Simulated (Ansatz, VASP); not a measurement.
# MnB3Ir: VASP beside Ansatz

```xyz
5
Lattice="3.7698 0.0000 0.0000 0.0000 3.7698 0.0000 0.0000 0.0000 3.7698" Properties=species:S:1:pos:R:3 pbc="T T T"
Mn    0.0000    0.0000    0.0000
B     0.0000    1.8849    1.8849
B     1.8849    1.8849    0.0000
B     1.8849    0.0000    1.8849
Ir    1.8849    1.8849    1.8849
```

Change from the starting cell: species swapped into the ZrBRh3 type (Pm-3m, No. 221).

Alike in both runs: task relaxation of cell and atoms; functional PBE; k mesh 4 × 4 × 4; occupations gaussian, width 0.1 eV; collinear spin.

|  | VASP | Ansatz |
| --- | --- | --- |
| version | VASP 6.6.1 | Ansatz 0.2.0 |
| potentials or method | VASP PAW PBE potentials, release 64 (Mn_pv, B, Ir) | scalar-relativistic, plane waves, PAW |
| plane-wave cutoff (eV) | 600 | 420 |
| valence electrons in the cell | 31 | 41 |

```tsv
	VASP	Ansatz	Ansatz less VASP
gap on the k mesh at the Fermi level, each at its own relaxed structure (eV)	none	none	-
net moment per atom (μB)	0.83	0.83	0.000
size of the moment on the site where the two differ most (μB)	0.13	0.05	-0.083
relaxed volume (Å³/atom)	13.53	13.50	-0.026
relaxed cell length with the largest relative difference (Å)	4.074	4.072	-0.0026
energy change over the relaxation (meV/atom)	-387	-375	+11.7
```

Site moments also hang on the region over which each program counts them. A gap of «none» marks a metal or a gap that the smearing closes. The two sets of potentials don't hold the same shells in valence.

Caveats: the k mesh is coarse (spacing up to 0.42 Å⁻¹), so the values aren't converged; the volume moved by over 15 % at a fixed basis, so the end points are rough (VASP); a cell with one magnetic atom can't hold antiferromagnetic order, which such compounds often take. The runs have no spin-orbit coupling, so splittings on Ir are missing.
